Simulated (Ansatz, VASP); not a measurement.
# Cross-check of Ge2P4W (WGe2P4 bilayer, AB) between VASP and Ansatz

One calculation is typed for both programs; each brings its own data sets. How far apart do they land? The cell is taken from a series of runs on this material, whose earlier steps may have relaxed, scaled, displaced or heated it; both programs get it as it stands.

Main program and level: Ansatz 0.2.0; plane waves, with VASP 6.6.1 beside it; single point at PBE with D4.

## (1) The starting structure

The cell holds 14 atoms: 8 P, 4 Ge and 2 W. Cell: a = 3.496 Å, b = 3.496 Å, c = 40.162 Å, α = 90.0°, β = 90.0°, γ = 120.0°. Vacuum lies along c.

## (2) VASP: single point, PBE with D4

A single point gives forces, pressure and levels at one fixed geometry, so differences don't come from the geometry; what else differs is listed under the comparison.

Lines of VASP's logs that name or quote its potential files are left out, and so is its time.

File INCAR:

```
SYSTEM = Ge2P4W
PREC = Accurate
ENCUT = 520
EDIFF = 1E-06
NELM = 120
ISMEAR = -1
SIGMA = 0.02585
LREAL = .FALSE.
ALGO = Normal
GGA = PE
IVDW = 13
NBANDS = 68
LASPH = .TRUE.
LORBIT = 11
LWAVE = .FALSE.
LCHARG = .FALSE.
ISIF = 2
LDIPOL = .TRUE.
IDIPOL = 3
DIPOL = 0.5 0.5 0.5
LVHAR = .TRUE.
GGA_COMPAT = .FALSE.
EFERMI = MIDGAP
NELMDL = -8
KPAR = 4
```

File POSCAR:

```
Ge2P4W
1.0
    3.4964540227      0.0000000000      0.0000000000
   -1.7482270114      3.0280180069      0.0000000000
    0.0000000000      0.0000000000     40.1621203248
P Ge W
8 4 2
Direct
    0.0000000000      0.0000000000      0.2240917543
    0.3333333333      0.6666666667      0.3094321759
    0.3333333333      0.6666666667      0.3789368033
    0.0000000000      0.0000000000      0.4642829046
    0.3333333333      0.6666666667      0.5357938777
    0.6666666667      0.3333333333      0.6210769924
    0.6666666667      0.3333333333      0.6905661820
    0.3333333333      0.6666666667      0.7759082457
    0.3333333333      0.6666666667      0.2516955220
    0.3333333333      0.6666666667      0.4366489422
    0.6666666667      0.3333333333      0.5633417031
    0.6666666667      0.3333333333      0.7483039660
    0.0000000000      0.0000000000      0.3441801935
    0.3333333333      0.6666666667      0.6558187689
```

File KPOINTS:

```
Automatic mesh
0
Gamma
18 18 1
0 0 0
```

PAW data sets: P, Ge_d and W (PBE family, release 64).

Started as:

```bash
$ mpirun -np 4 vasp_std
```

Numbers of over 12 decimals in the logs are rounded to 6 here.

What it wrote:

```text
[banner, memory and clock lines left out]
running    4 mpi-ranks, on    1 nodes
 distrk:  each k-point on    1 cores,    4 groups
 distr:  one band on    1 cores,    1 groups

 POSCAR found type information on POSCAR P GeW
 POSCAR found :  3 types and      14 ions
 LDA part: xc-table for (Slater+PW92), standard interpolation
 POSCAR, INCAR and KPOINTS ok, starting setup
 FFT: planning ... GRIDC
 FFT: planning ... GRID_SOFT
 FFT: planning ... GRID
 WAVECAR not read
 entering main loop
       N       E                     dE             d eps       ncg     rms          rms(c)
DAV:   1     0.120516813204E+04    0.12052E+04   -0.47003E+04  6876   0.240E+03
DAV:   2     0.139941802807E+03   -0.10652E+04   -0.10178E+04  5344   0.743E+02
DAV:   3    -0.740116497162E+02   -0.21395E+03   -0.20577E+03  6352   0.203E+02
DAV:   4    -0.913309443581E+02   -0.17319E+02   -0.17085E+02  6176   0.663E+01
DAV:   5    -0.922270032642E+02   -0.89606E+00   -0.89295E+00  7456   0.146E+01
DAV:   6    -0.922628878913E+02   -0.35885E-01   -0.35871E-01  7476   0.256E+00
DAV:   7    -0.922637602237E+02   -0.87233E-03   -0.87216E-03  7824   0.385E-01
DAV:   8    -0.922637949852E+02   -0.34761E-04   -0.34759E-04  7476   0.687E-02    0.347E+01
DAV:   9    -0.893380498440E+02    0.29257E+01   -0.10618E+01  6536   0.978E+00    0.135E+01
DAV:  10    -0.889205993081E+02    0.41745E+00   -0.25376E+00  6560   0.645E+00    0.791E+00
DAV:  11    -0.887816779108E+02    0.13892E+00   -0.68014E-01  6544   0.361E+00    0.809E-01
DAV:  12    -0.887861208066E+02   -0.44429E-02   -0.12290E-01  6272   0.133E+00    0.649E-01
DAV:  13    -0.887841267557E+02    0.19941E-02   -0.13095E-02  6844   0.412E-01    0.464E-01
DAV:  14    -0.887834198119E+02    0.70694E-03   -0.36654E-03  6280   0.189E-01    0.273E-01
[...]
DAV:  24    -0.887837309833E+02   -0.19048E-04   -0.10181E-06  4120   0.309E-03    0.526E-03
DAV:  25    -0.887837475454E+02   -0.16562E-04   -0.73402E-07  3788   0.200E-03    0.225E-03
DAV:  26    -0.887837545471E+02   -0.70017E-05   -0.26310E-07  3576   0.166E-03    0.806E-04
DAV:  27    -0.887837591532E+02   -0.46062E-05   -0.19839E-07  3524   0.144E-03    0.104E-03
DAV:  28    -0.887837611228E+02   -0.19695E-05   -0.78349E-08  3444   0.985E-04    0.992E-04
DAV:  29    -0.887837624231E+02   -0.13003E-05   -0.44167E-08  3332   0.810E-04    0.273E-04
DAV:  30    -0.887837635806E+02   -0.11576E-05   -0.53657E-08  3444   0.620E-04    0.632E-04
DAV:  31    -0.887837640231E+02   -0.44246E-06   -0.12904E-08  2996   0.551E-04
   1 F= -.94343494E+02 E0= -.94343473E+02  d E =-.415216E-04
```

Parts of OUTCAR (step 2):

```text
ion  position               nearest neighbor table
   1  0.000  0.000  0.224-   9 2.30   9 2.30   9 2.30
   2  0.333  0.667  0.309-   9 2.32  13 2.45  13 2.45  13 2.45   3 2.79
   3  0.333  0.667  0.379-  10 2.32  13 2.45  13 2.45  13 2.45   2 2.79
   4  0.000  0.000  0.464-  10 2.30  10 2.30  10 2.30
   5  0.333  0.667  0.536-  11 2.30  11 2.30  11 2.30
   6  0.667  0.333  0.621-  11 2.32  14 2.45  14 2.45  14 2.45   7 2.79
   7  0.667  0.333  0.691-  12 2.32  14 2.45  14 2.45  14 2.45   6 2.79
   8  0.333  0.667  0.776-  12 2.30  12 2.30  12 2.30
   9  0.333  0.667  0.252-   1 2.30   1 2.30   1 2.30   2 2.32
  10  0.333  0.667  0.437-   4 2.30   4 2.30   4 2.30   3 2.32
  11  0.667  0.333  0.563-   5 2.30   5 2.30   5 2.30   6 2.32
  12  0.667  0.333  0.748-   8 2.30   8 2.30   8 2.30   7 2.32
  13  0.000  0.000  0.344-   2 2.45   2 2.45   2 2.45   3 2.45   3 2.45   3 2.45
  14  0.333  0.667  0.656-   6 2.45   6 2.45   6 2.45   7 2.45   7 2.45   7 2.45

  LATTYP: Found a hexagonal cell.
 ALAT       =     3.4964540227
 C/A-ratio  =    11.4865289416

 Subroutine GETGRP returns: Found  6 space group operations
 (whereof  6 operations were pure point group operations)

The static configuration has the point symmetry C_3v.

 Found     37 irreducible k-points:

   k-points           NKPTS =     37   k-points in BZ     NKDIM =     37   number of bands    NBANDS=     68

   dimension x,y,z NGX =    28 NGY =   28 NGZ =  300
   dimension x,y,z NGXF=    56 NGYF=   56 NGZF=  600

   ENCUT  =  520.0 eV  38.22 Ry    6.18 a.u.   6.50  6.50 74.67*2*pi/ulx,y,z

   NELECT =     108.0000    total number of electrons

 k-points in reciprocal lattice and weights: Automatic mesh
   0.00000000  0.00000000  0.00000000       0.003
   0.05555556  0.00000000  0.00000000       0.019
   0.11111111  0.00000000  0.00000000       0.019
   0.16666667  0.00000000  0.00000000       0.019
   0.22222222  0.00000000  0.00000000       0.019
   0.27777778  0.00000000  0.00000000       0.019
   0.33333333  0.00000000  0.00000000       0.019
   0.38888889  0.00000000  0.00000000       0.019
   0.44444444  0.00000000  0.00000000       0.019
[...]
0.33333333  0.27777778  0.00000000       0.037
   0.33333333  0.33333333  0.00000000       0.006

 dipolmoment           0.000000      0.000000      0.004252 electrons x Angstroem

 average (electrostatic) potential at core
       1 -86.6855       2 -86.7861       3 -86.7879       4 -86.7494       5 -86.6778
       6 -86.7111       7 -86.7159       8 -86.6128       9 -77.5798      10 -77.6051
      11 -77.5297      12 -77.5074      13 -43.8775      14 -43.8056

 E-fermi :   2.1452

 k-point     1 :       0.0000    0.0000    0.0000
  band No.  band energies     occupation
    ...
     50       1.2898      2.00000
     51       1.3355      2.00000
     52       1.3355      2.00000
     53       1.4150      2.00000
     54       2.0247      1.98125
     55       4.4709      0.00000
     56       4.4709      0.00000
     57       4.5468      0.00000
     58       4.5468      0.00000
     59       4.6463      0.00000
    ...

 k-point     2 :       0.0556    0.0000    0.0000
  band No.  band energies     occupation
    ...
     50       1.1567      2.00000
     51       1.1993      2.00000
     52       1.2430      2.00000
     53       1.4656      2.00000
     54       1.9814      1.99647
     55       4.3613      0.00000
     56       4.4316      0.00000
     57       4.5608      0.00000
     58       4.5966      0.00000
     59       4.6368      0.00000
    ...

 k-point     3 :       0.1111    0.0000    0.0000
  band No.  band energies     occupation
    ...
     50       0.9597      2.00000
     51       1.0048      2.00000
     52       1.0521      2.00000
     53       1.4311      2.00000
     54       1.8222      1.99999
     55       4.1083      0.00000
     56       4.1639      0.00000
     57       4.2213      0.00000
     58       4.4283      0.00000
     59       4.7786      0.00000
    ...

  DFT-D4 for vdW energy calculation

  Edisp (eV):   -5.55973

  Total      -0.54700    -0.54700    -0.63704     0.00000     0.00000    -0.00000
  in kB      -2.06109    -2.06109    -2.40037     0.00000     0.00000    -0.00000
  external pressure =       -2.17 kB  Pullay stress =        0.00 kB

  energy-cutoff  :      520.00
  volume of cell :      425.21
      direct lattice vectors                 reciprocal lattice vectors
     3.496454023  0.000000000  0.000000000     0.286004047  0.165124513  0.000000000
    -1.748227011  3.028018007  0.000000000     0.000000000  0.330249027  0.000000000
     0.000000000  0.000000000 40.162120325     0.000000000  0.000000000  0.024899084

 POSITION                                       TOTAL-FORCE (eV/Angst)
 -----------------------------------------------------------------------------------
      0.00000      0.00000      9.00000         0.000000     -0.000000      0.036948
     -0.00000      2.01868     12.42745         0.000000      0.000000      0.023866
     -0.00000      2.01868     15.21891         0.000000     -0.000000     -0.022320
      0.00000      0.00000     18.64659         0.000000     -0.000000     -0.041973
     -0.00000      2.01868     21.51862        -0.000000      0.000000      0.041896
      1.74823      1.00934     24.94377         0.000000     -0.000000      0.024495
      1.74823      1.00934     27.73460        -0.000000      0.000000     -0.025208
     -0.00000      2.01868     31.16212         0.000000     -0.000000     -0.036957
     -0.00000      2.01868     10.10863         0.000000     -0.000000     -0.022547
     -0.00000      2.01868     17.53675         0.000000     -0.000000      0.017883
      1.74823      1.00934     22.62500        -0.000000     -0.000000     -0.016665
      1.74823      1.00934     30.05347         0.000000     -0.000000      0.022513
      0.00000      0.00000     13.82301        -0.000000     -0.000000     -0.006369
     -0.00000      2.01868     26.33907        -0.000000      0.000000      0.004438
 -----------------------------------------------------------------------------------
    total drift:                               -0.000000      0.000000      0.000150

  FREE ENERGIE OF THE ION-ELECTRON SYSTEM (eV)
  ---------------------------------------------------
  free  energy   TOTEN  =       -94.3434938733 eV

  energy  without entropy=      -94.3434523517  energy(sigma->0) =      -94.34347311

 vacuum level on the upper side and lower side of the slab         7.011         6.938

 total charge
# of ion       s       p       d       tot
------------------------------------------
    1        1.085   1.430   0.000   2.515
    2        1.023   1.492   0.000   2.516
    3        1.023   1.492   0.000   2.516
    4        1.088   1.426   0.000   2.514
    5        1.088   1.428   0.000   2.516
    6        1.024   1.492   0.000   2.516
    7        1.023   1.492   0.000   2.515
    8        1.086   1.430   0.000   2.515
    9        1.106   1.299  10.096  12.501
   10        1.107   1.298  10.096  12.501
   11        1.108   1.300  10.097  12.504
   12        1.106   1.299  10.096  12.501
   13        0.565   0.628   4.248   5.441
   14        0.565   0.627   4.249   5.441
--------------------------------------------------
tot         13.997  18.132  48.882  81.012

[... 3 further parts left out ...]
```

The data set W keeps the semicore shell frozen, which is cheaper and a little less accurate.

[end of part 1 of 2]

[Lines on the potential files, build, host, timing and source positions are cut from VASP's logs without a mark.]

[Logs are printed without paths, hosts, clocks, repeated set-up lines and the standing remarks that a program may print on its own settings, such as how far it seeks lower states.]

[Hosts, paths, dates, database ids (printed as entryN), source tags and the programs' standing remarks are cut or masked in the printed files.]
